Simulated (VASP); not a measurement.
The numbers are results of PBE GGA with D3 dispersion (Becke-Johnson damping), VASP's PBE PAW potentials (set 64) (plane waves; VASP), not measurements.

The input files of a VASP run:

File POSCAR:
```
KMgF3
1
    4.0056166902     0.0000000000     0.0000000000
    0.0000000000     4.0056166902     0.0000000000
    0.0000000000     0.0000000000     4.0056166902
K Mg F
1 1 3
Direct
  0.0000000000   0.0000000000   0.0000000000
  0.5000000000   0.5000000000   0.5000000000
  0.5000000000   0.0000000000   0.5000000000
  0.0000000000   0.5000000000   0.5000000000
  0.5000000000   0.5000000000   0.0000000000
```

KPOINTS:
```
k-points along high-symmetry lines
15
Line-mode
Reciprocal
  0.000000   0.000000   0.000000 ! GAMMA
  0.000000   0.500000   0.000000 ! X

  0.000000   0.500000   0.000000 ! X
  0.500000   0.500000   0.000000 ! M

  0.500000   0.500000   0.000000 ! M
  0.000000   0.000000   0.000000 ! GAMMA

  0.000000   0.000000   0.000000 ! GAMMA
  0.500000   0.500000   0.500000 ! R

  0.500000   0.500000   0.500000 ! R
  0.000000   0.500000   0.000000 ! X

  0.500000   0.500000   0.500000 ! R
  0.500000   0.500000   0.000000 ! M
```

INCAR:
```
# general
SYSTEM = KMgF3
PREC   = Accurate
ENCUT  = 520
LREAL  = F
LASPH  = T
ICHARG = 11

# electronic loop
EDIFF  = 1E-7
NELM   = 100
ALGO   = Normal

# smearing
ISMEAR = 0
SIGMA  = 0.05

# functional
GGA    = PE
IVDW   = 12

# output
LWAVE  = F
LCHARG = F
LORBIT = 11
```

POTCAR, in this order: K_sv Mg F (PBE.64 set). Program: vasp_std. Read from the step before: CHGCAR.

What VASP printed:

OSZICAR:
```
       N       E                     dE             d eps       ncg     rms          rms(c)
DAV:   1     0.237206070480E+03    0.23721E+03   -0.17478E+04  3600   0.156E+03
DAV:   2    -0.128954348327E+02   -0.25010E+03   -0.24137E+03  5036   0.378E+02
DAV:   3    -0.237357385267E+02   -0.10840E+02   -0.10807E+02  4288   0.770E+01
DAV:   4    -0.241018202806E+02   -0.36608E+00   -0.36552E+00  6372   0.116E+01
DAV:   5    -0.241031666337E+02   -0.13464E-02   -0.13458E-02  4184   0.709E-01
DAV:   6    -0.241031896335E+02   -0.23000E-04   -0.22999E-04  5140   0.647E-02
DAV:   7    -0.241031898761E+02   -0.24258E-06   -0.24261E-06  4532   0.836E-03
DAV:   8    -0.241031898818E+02   -0.56311E-08   -0.56346E-08  3184   0.110E-03
   1 F= -.24922319E+02 E0= -.24922319E+02  d E =-.161298E-16
```

### OUTCAR
```
 val. band max:       -1.6752773545   @ k =   0.5000   0.5000   0.5000

 cond. band min:       5.5183237889   @ k =   0.0000   0.0000   0.0000



 k-point     1 :       0.0000    0.0000    0.0000
  band No.  band energies     occupation
      1     -27.3591      2.00000
      2     -21.7551      2.00000
      3     -21.1212      2.00000
      4     -21.1212      2.00000
      5     -10.8492      2.00000
      6     -10.8492      2.00000
      7     -10.8492      2.00000
      8      -4.0644      2.00000
      9      -4.0644      2.00000
     10      -4.0644      2.00000
     11      -2.2845      2.00000
     12      -2.2845      2.00000
     13      -2.2845      2.00000
     14      -1.9976      2.00000
     15      -1.9976      2.00000
     16      -1.9976      2.00000
     17       5.5183      0.00000
     18       8.3851      0.00000
     19       8.3851      0.00000
     20      10.5234      0.00000

 k-point     2 :       0.0000    0.0357    0.0000
  band No.  band energies     occupation
      1     -27.3588      2.00000
      2     -21.7537      2.00000
      3     -21.1229      2.00000
      4     -21.1210      2.00000
      5     -10.8491      2.00000
      6     -10.8486      2.00000
      7     -10.8486      2.00000
      8      -4.0636      2.00000
      9      -4.0629      2.00000
     10      -4.0629      2.00000
     11      -2.2876      2.00000
     12      -2.2872      2.00000
     13      -2.2872      2.00000
     14      -2.0103      2.00000
     15      -2.0002      2.00000
     16      -2.0002      2.00000
     17       5.5415      0.00000
     18       8.3969      0.00000
     19       8.3991      0.00000
     20      10.5301      0.00000

 k-point     3 :       0.0000    0.0714    0.0000
  band No.  band energies     occupation
      1     -27.3578      2.00000
      2     -21.7499      2.00000
      3     -21.1280      2.00000
      4     -21.1207      2.00000
      5     -10.8488      2.00000
      6     -10.8467      2.00000
...
```

The density is held fixed in this step, so its total energy and stress have no physical meaning.

The compound is KMgF3 in the cubic perovskite structure. It was relaxed first.
